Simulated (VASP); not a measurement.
VASP input:

File KPOINTS:
```
Automatic mesh
0
Gamma
 8 8 8
0 0 0
```

**POSCAR**
```
Pt3Ti
1
    3.8181441575     0.0000000000     0.0000000000
    0.0000000000     3.8181441575     0.0000000000
    0.0000000000     0.0000000000     3.8181441575
Ti Pt
1 3
Direct
  0.0000000000   0.0000000000   0.0000000000
  0.0000000000   0.5000000000   0.5000000000
  0.5000000000   0.0000000000   0.5000000000
  0.5000000000   0.5000000000   0.0000000000
```

**INCAR**
```
# general
SYSTEM  = Pt3Ti
PREC    = Accurate
ENCUT   = 500
LREAL   = .FALSE.
LASPH   = .TRUE.

# electronic loop
EDIFF   = 1E-6
NELM    = 100
ALGO    = Normal
LMAXMIX = 6

# smearing
ISMEAR  = 1
SIGMA   = 0.1

# functional
GGA     = PE

# ions
IBRION  = 2
NSW     = 40
ISIF    = 3
EDIFFG  = -0.02
PSTRESS = 450

# output
LWAVE   = .FALSE.
LCHARG  = .FALSE.
```

POTCAR, in this order: Ti_sv Pt (PBE.64 set). Program: vasp_std.

Task: Write an equivalent input for Ansatz.

Result: One equivalent input (not run):
Ansatz 0.2 input:
```yaml
crystal:
  lattice:
    - [3.8181442, 0.0000000, 0.0000000]
    - [0.0000000, 3.8181442, 0.0000000]
    - [0.0000000, 0.0000000, 3.8181442]
  atoms:
    - { symbol: Ti, position: [0.0000000, 0.0000000, 0.0000000] }
    - { symbol: Pt, position: [0.0000000, 0.5000000, 0.5000000] }
    - { symbol: Pt, position: [0.5000000, 0.0000000, 0.5000000] }
    - { symbol: Pt, position: [0.5000000, 0.5000000, 0.0000000] }
kpoints:
  mp_grid: { grid: [8, 8, 8] }
hamiltonian:
  xc: pbe
  pseudopotentials: { kind: paw }
scf:
  occupations: { method: methfessel_paxton, width: 0.1 }
  max_iter: 100
relax:
  max_steps: 40
  f_tol: 0.02
  cell: { p_target: 45 }
output: { forces: true, stress: true, eigenvalues: true }
```
What does not carry over: each code has its own PAW files, so the cut-off isn't converted (ENCUT is set for VASP's; basis.ecutwfc is left out, and Ansatz then takes the one that its files recommend); Ansatz stops its SCF on the density residual and VASP on the energy change (EDIFF).

The compound is Pt3Ti in the L1_2 structure. This run relaxes it under an external pressure of 45 GPa. Symmetry was kept, so distortions that lower it aren't found.
